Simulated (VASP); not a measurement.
Input:

```
CELL_PARAMETERS angstrom
      4.34729     0.00000     0.00000
      0.00000     4.34729     0.00000
      0.00000     0.00000     4.34729
ATOMIC_POSITIONS crystal
  Cu 0.75000 0.25000 0.75000
  Cu 0.25000 0.75000 0.75000
  Cu 0.75000 0.75000 0.25000
  Cu 0.25000 0.25000 0.25000
  O  0.00000 0.00000 0.00000
  O  0.50000 0.50000 0.50000
```

All values below come from revPBE GGA, VASP's PBE PAW potentials (set 64) (plane waves; VASP). Run with 520 eV cut-off, Gaussian smearing of 0.050 eV, potentials Cu O.

Problem. Predict the band gap (along the path) with the smallest direct gap where there is one.

Solution. 
```yaml
band gap (along the path): 0.41 eV
smallest direct gap (along the path): 0.41 eV
```

Total energies compare only between runs with the same potentials, cut-off and functional.

The compound is Cu2O in the cuprite structure. It was relaxed first, which changed the volume by +6 %.
